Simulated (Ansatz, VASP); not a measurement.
**TiO2 (Anatase) in two plane-wave programs**

Wanted: the spread between two codes on one cell, functional and k mesh. The cell is taken from a series of runs on this material, whose earlier steps may have relaxed, scaled, displaced or heated it; both programs get it as it stands.

Program: Ansatz 0.2.0. Level of theory: plane waves, with VASP 6.6.1 beside it; single point at HSE06. Results are calculated unless marked as measured.

**1. Set-up**

Symmetry: I4_1/amd, No. 141, tetragonal system. The conventional cell has a = 3.822 Å, b = 3.822 Å, c = 9.610 Å, α = 90.00°, β = 90.00°, γ = 90.00°. Nearest to Ti lie 6 O at 1.95 to 1.99 Å. Nearest to O lie 3 Ti at 1.95 to 1.99 Å. Farther neighbours and most contacts between anions are not listed.

Structure file:

```xyz
6
Lattice="-1.9110 1.9110 4.8049 1.9110 -1.9110 4.8049 1.9110 1.9110 -4.8049" Properties=species:S:1:pos:R:3 pbc="T T T"
Ti    0.0000    0.0000    0.0000
Ti    0.0000    1.9110    2.4024
O     0.0000    0.0000    1.9947
O     0.0000    1.9110    4.3972
O     0.0000    1.9110    0.4077
O     0.0000    0.0000    7.6150
```

**2. VASP: single point, HSE06**

A single point gives forces, pressure and levels at one fixed geometry, so differences don't come from the geometry; what else differs is listed under the comparison.

Lines of VASP's logs that name or quote its potential files are left out, and so is its time.

The run reads the wave functions of an earlier VASP run, which isn't shown here.

The input, INCAR:

```
SYSTEM = TiO2
PREC = Accurate
ENCUT = 520
EDIFF = 1E-06
NELM = 100
ISMEAR = 0
SIGMA = 0.01
LREAL = .FALSE.
ALGO = Normal
LHFCALC = .TRUE.
AEXX = 0.25
GGA = PE
HFSCREEN = 0.208
LASPH = .TRUE.
NBANDS = 30
PRECFOCK = Fast
LORBIT = 11
LWAVE = .FALSE.
LCHARG = .FALSE.
KPAR = 16
ISIF = 2
```

The input, POSCAR:

```
TiO2
1.0
   -1.9110210000      1.9110210000      4.8048730000
    1.9110210000     -1.9110210000      4.8048730000
    1.9110210000      1.9110210000     -4.8048730000
Ti O
2 4
Direct
    0.0000000000      0.0000000000      0.0000000000
    0.7500000000      0.2500000000      0.5000000000
    0.2075724692      0.2075724692      0.0000000000
    0.9575724692      0.4575724692      0.5000000000
    0.5424275308      0.0424275308      0.5000000000
    0.7924275308      0.7924275308      0.0000000000
```

The input, KPOINTS:

```
Automatic mesh
0
Gamma
6 6 6
0 0 0
```

Potentials, in the order of the species: Ti_sv and O (PBE family, release 64).

Command:

```
mpirun -np 16 vasp_std
```

Numbers of over 12 decimals in the logs are rounded to 6 here.

The program printed:

```text
[banner, memory and clock lines left out]
running   16 mpi-ranks, on    1 nodes
 distrk:  each k-point on    1 cores,   16 groups
 distr:  one band on    1 cores,    1 groups

 POSCAR found type information on POSCAR TiO
 POSCAR found :  2 types and       6 ions
|                                                                             |
|           W    W    AA    RRRRR   N    N  II  N    N   GGGG   !!!           |
|           W    W   A  A   R    R  NN   N  II  NN   N  G    G  !!!           |
|           W    W  A    A  R    R  N N  N  II  N N  N  G       !!!           |
|           W WW W  AAAAAA  RRRRR   N  N N  II  N  N N  G  GGG   !            |
|           WW  WW  A    A  R   R   N   NN  II  N   NN  G    G                |
|           W    W  A    A  R    R  N    N  II  N    N   GGGG   !!!           |
|                                                                             |
|     For optimal performance we recommend to set                             |
|       NCORE = 2 up to number-of-cores-per-socket                            |
|     NCORE specifies how many cores store one orbital (NPAR=cpu/NCORE).      |
|     This setting can greatly improve the performance of VASP for DFT.       |
|     The default, NCORE=1 might be grossly inefficient on modern             |
|     multi-core architectures or massively parallel machines. Do your        |
|     Unfortunately you need to use the default for GW and RPA                |
|     calculations (for HF NCORE is supported but not extensively tested      |
|     yet).                                                                   |
|                                                                             |

 LDA part: xc-table for (Slater+PW92), standard interpolation
 found WAVECAR, reading the header
 POSCAR, INCAR and KPOINTS ok, starting setup
 FFT: planning ... GRIDC
 FFT: planning ... GRID_SOFT
 FFT: planning ... GRID
 reading WAVECAR
 the WAVECAR file was read successfully
 initial charge from wavefunction
 entering main loop
       N       E                     dE             d eps       ncg     rms          rms(c)
DAV:   1    -0.666316330211E+02   -0.66632E+02   -0.30301E+00  1816   0.159E+01    0.442E+00
DAV:   2    -0.663583651844E+02    0.27327E+00   -0.78247E-01  2104   0.118E+01    0.140E+00
DAV:   3    -0.663874306328E+02   -0.29065E-01   -0.23435E-01  2540   0.379E+00    0.110E+00
DAV:   4    -0.663768737124E+02    0.10557E-01   -0.45420E-02  2308   0.207E+00    0.447E-01
DAV:   5    -0.663788274310E+02   -0.19537E-02   -0.10218E-02  1956   0.647E-01    0.261E-01
DAV:   6    -0.663784081022E+02    0.41933E-03   -0.12116E-03  2148   0.416E-01    0.129E-01
DAV:   7    -0.663785345475E+02   -0.12645E-03   -0.51219E-04  2028   0.145E-01    0.933E-02
DAV:   8    -0.663785378956E+02   -0.33481E-05   -0.10499E-04  2348   0.130E-01    0.519E-02
DAV:   9    -0.663785541947E+02   -0.16299E-04   -0.30029E-05  2048   0.503E-02    0.306E-02
DAV:  10    -0.663785590760E+02   -0.48813E-05   -0.45812E-06  2106   0.220E-02    0.184E-02
DAV:  11    -0.663785622787E+02   -0.32027E-05   -0.24527E-06  1896   0.108E-02    0.119E-02
DAV:  12    -0.663785637739E+02   -0.14952E-05   -0.51424E-07  1140   0.796E-03    0.742E-03
DAV:  13    -0.663785645356E+02   -0.76163E-06   -0.36396E-07  1026   0.537E-03
   1 F= -.66378565E+02 E0= -.66378565E+02  d E =-.440362E-48
```

OUTCAR, selected parts (step 2):

```text
ion  position               nearest neighbor table
   1  0.000  0.000  0.000-   4 1.95   5 1.95   5 1.95   4 1.95   3 1.99   6 1.99
   2  0.750  0.250  0.500-   3 1.95   6 1.95   6 1.95   3 1.95   4 1.99   5 1.99
   3  0.208  0.208  0.000-   2 1.95   2 1.95   1 1.99
   4  0.958  0.458  0.500-   1 1.95   1 1.95   2 1.99
   5  0.542  0.042  0.500-   1 1.95   1 1.95   2 1.99
   6  0.792  0.792  0.000-   2 1.95   2 1.95   1 1.99

  LATTYP: Found a body centered tetragonal cell.
 ALAT       =     3.8220420000
 C/A-ratio  =     2.5142962846

 Subroutine GETGRP returns: Found 16 space group operations
 (whereof  8 operations were pure point group operations)

The static configuration has the point symmetry D_2d.
 The point group associated with its full space group is D_4h.

 Found     30 irreducible k-points:

   k-points           NKPTS =     30   k-points in BZ     NKDIM =    216   number of bands    NBANDS=     30

   dimension x,y,z NGX =    42 NGY =   42 NGZ =   42
   dimension x,y,z NGXF=    84 NGYF=   84 NGZF=   84

   ENCUT  =  520.0 eV  38.22 Ry    6.18 a.u.  10.25 10.25 10.25*2*pi/ulx,y,z

   NELECT =      48.0000    total number of electrons

 k-points in reciprocal lattice and weights: Automatic mesh
   0.00000000  0.00000000  0.00000000       0.005
   0.16666667  0.00000000 -0.00000000       0.037
   0.33333333 -0.00000000  0.00000000       0.037
   0.50000000 -0.00000000  0.00000000       0.019
   0.16666667  0.16666667 -0.00000000       0.037
   0.33333333  0.16666667 -0.00000000       0.074
   0.50000000  0.16666667 -0.00000000       0.074
  -0.33333333  0.16666667  0.00000000       0.074
  -0.16666667  0.16666667  0.00000000       0.019
[...]
-0.33333333 -0.33333333  0.33333333       0.009
   0.50000000  0.50000000  0.50000000       0.005

  exchange ACFDT corr.  =         0.00000000  see jH, gK, PRB 81, 115126

 average (electrostatic) potential at core
       1 -72.7694       2 -72.7694       3 -64.2458       4 -64.2458       5 -64.2458
       6 -64.2458

 E-fermi :   2.1849

 k-point     1 :       0.0000    0.0000    0.0000
  band No.  band energies     occupation
    ...
     20       1.3054      2.00000
     21       1.3302      2.00000
     22       1.3302      2.00000
     23       1.6730      2.00000
     24       1.6730      2.00000
     25       5.6534      0.00000
     26       6.4700      0.00000
     27       7.6513      0.00000
     28       7.6513      0.00000
     29       7.7094      0.00000
    ...

 k-point     2 :       0.1667    0.0000   -0.0000
  band No.  band energies     occupation
    ...
     20       0.7283      2.00000
     21       1.1231      2.00000
     22       1.3198      2.00000
     23       1.3849      2.00000
     24       1.6633      2.00000
     25       6.1985      0.00000
     26       6.5853      0.00000
     27       7.0488      0.00000
     28       7.3307      0.00000
     29       7.5903      0.00000
    ...

 k-point     3 :       0.3333   -0.0000    0.0000
  band No.  band energies     occupation
    ...
     20       0.1222      2.00000
     21       0.4673      2.00000
     22       1.2314      2.00000
     23       1.2543      2.00000
     24       1.5028      2.00000
     25       6.7105      0.00000
     26       6.9728      0.00000
     27       7.1436      0.00000
     28       7.2500      0.00000
     29       7.5803      0.00000
    ...

  Total       -3.4537375     -3.4537375     -3.0991253      0.0000000      0.0000000      0.0000000
  in kB      -78.8364535    -78.8364535    -70.7419273      0.0000000      0.0000000      0.0000000
  external PRESSURE =     -76.1382781 kB  Pullay stress =       0.0000000 kB

  energy-cutoff  :      520.00
  volume of cell :       70.19
      direct lattice vectors                 reciprocal lattice vectors
    -1.911021000  1.911021000  4.804873000     0.000000000  0.261640244  0.104061023
     1.911021000 -1.911021000  4.804873000     0.261640244  0.000000000  0.104061023
     1.911021000  1.911021000 -4.804873000     0.261640244  0.261640244  0.000000000

 POSITION                                       TOTAL-FORCE (eV/Angst)
 -----------------------------------------------------------------------------------
      0.00000      0.00000      0.00000         0.000000      0.000000      0.000000
     -0.00000      1.91102      2.40244         0.000000      0.000000     -0.000000
      0.00000      0.00000      1.99472        -0.000000      0.000000     -0.236662
     -0.00000      1.91102      4.39716         0.000000     -0.000000     -0.236662
     -0.00000      1.91102      0.40772         0.000000     -0.000000      0.236662
      0.00000      0.00000      7.61503        -0.000000      0.000000      0.236662
 -----------------------------------------------------------------------------------
    total drift:                               -0.000000     -0.000000      0.000000

  FREE ENERGIE OF THE ION-ELECTRON SYSTEM (eV)
  ---------------------------------------------------
  free  energy   TOTEN  =       -66.3785645356 eV

  energy  without entropy=      -66.3785645356  energy(sigma->0) =      -66.37856454

 total charge
# of ion       s       p       d       tot
------------------------------------------
    1        2.221   6.299   1.575  10.096
    2        2.221   6.299   1.575  10.096
    3        1.572   3.534   0.000   5.106
    4        1.572   3.534   0.000   5.106
    5        1.572   3.534   0.000   5.106
    6        1.572   3.534   0.000   5.106
--------------------------------------------------
tot         10.732  26.734   3.150  40.616

[... 3 further parts left out ...]
```

The run ends at a pressure of -7.61 GPa, with forces up to 0.24 eV/Å.

[end of part 1 of 2]

[Lines on the potential files, build, host, timing and source positions are cut from VASP's logs without a mark.]

[Logs are printed without paths, hosts, clocks, repeated set-up lines and the standing remarks that a program may print on its own settings, such as how far it seeks lower states.]

[Hosts, paths, dates, database ids (printed as entryN), source tags and the programs' standing remarks are cut or masked in the printed files.]
